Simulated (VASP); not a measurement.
Runs of VASP 6.6.1 on N2. The cell holds a molecule in a box, 2 atoms: a = 10.000 Å, b = 10.500 Å, c = 11.000 Å, α = 90.00°, β = 90.00°, γ = 90.00°. 

```tsv
level	potentials or basis	cutoff (eV)	smearing	gap on the mesh (eV)	largest force (eV/Å)
PBEsol	VASP PAW PBE potentials, release 64 (N)	520	gaussian 0.5 eV	8.05	-
PBEsol	VASP PAW PBE potentials, release 64 (N_h)	900	gaussian 0.02 eV	(a)	(b)
r2SCAN	VASP PAW PBE potentials, release 64 (N)	520	gaussian 0.02 eV	8.84	0.78
PBEsol	VASP PAW PBE potentials, release 64 (N)	520	gaussian 0.02 eV	8.05	-
PBEsol	VASP PAW PBE potentials, release 64 (N)	700	gaussian 0.02 eV	8.05	0.10
```

Alike in all rows: task single point; no spin polarisation; cell as given; k mesh 1 × 1 × 1.

Question: Estimate the missing entries.

Answer: (a) 8.09; (b) 1.43.

Caveats: the PAW data sets were made with another functional, which shifts forces and pressure a little; the standard files for N, O and F lose accuracy on very short bonds (some runs).

